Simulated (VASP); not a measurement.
Here is the system:

```
TiO2
1.0
    4.56336     0.00000     0.00000
    0.00000     4.56336     0.00000
    0.00000     0.00000     2.94673
Ti O
2 4
Cartesian
  0.00000   0.00000   0.00000
  2.28168   2.28168   1.47336
  1.38682   1.38682   0.00000
  3.66849   0.89486   1.47336
  0.89486   3.66849   1.47336
  3.17654   3.17654   0.00000
```

Computed with r2SCAN meta-GGA, VASP's PBE PAW potentials (set 64) (plane waves; VASP 6.6.1). Run with 620 eV cut-off, 5×5×8 Γ-centred mesh, Gaussian smearing of 0.050 eV, potentials Ti_sv O.

Question: Predict the energy per atom (σ→0), pressure, band gap (on the k-mesh) with the smallest direct gap where there is one.

Answer: 
```yaml
band gap (on the k-mesh): 2.24 eV
smallest direct gap (on the k-mesh): 2.24 eV
energy per atom (σ→0): -11.631 eV/atom
pressure: 50.0 kbar
```

Only differences to runs with the same potentials and settings are physical.

The compound is TiO2 in the rutile structure. It was relaxed first under an external pressure of 5 GPa.
